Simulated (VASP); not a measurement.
```xyz
2
Lattice="3.3133 0.0000 0.0000 -1.6566 2.8694 0.0000 0.0000 0.0000 3.2336" Properties=species:S:1:pos:R:3 pbc="T T T"
Nb     0.0000     0.0000     0.0000
P      1.6566     0.9565     1.6168
```

The base run (VASP): PBE GGA, plane waves, VASP's PBE PAW potentials (set 64). Settings: 400 eV cut-off, 8×8×7 Γ-centred mesh, Gaussian smearing of 0.050 eV, potentials Nb_sv P.

One setting is varied; ΔE counts from the base run. The base run took about 10 core-seconds. The timings are rough (shared machines, no repeats); factors under 2 mean little.

```json
[
 {"setting": "base run", "cost over the base run": "reference", "electronic steps": "13", "ΔE (meV/atom)": "0.0"},
 {"setting": "ALGO = Conjugate", "cost over the base run": "within a factor of 2", "electronic steps": "22", "ΔE (meV/atom)": "0.0"},
 {"setting": "ALGO = All", "cost over the base run": "within a factor of 2", "electronic steps": "22", "ΔE (meV/atom)": "0.0"},
 {"setting": "ALGO = Fast", "cost over the base run": "within a factor of 2", "electronic steps": "21", "ΔE (meV/atom)": "0.0"},
 {"setting": "ALGO = VeryFast", "cost over the base run": "about 3 times", "electronic steps": "37", "ΔE (meV/atom)": "0.0"}
]
```

Left out are runs that failed, have no time on record or changed the cell.

The structure was generated: NbP was put into the WC type (P-6m2), which need not be its known phase. The cell was not relaxed at this level.
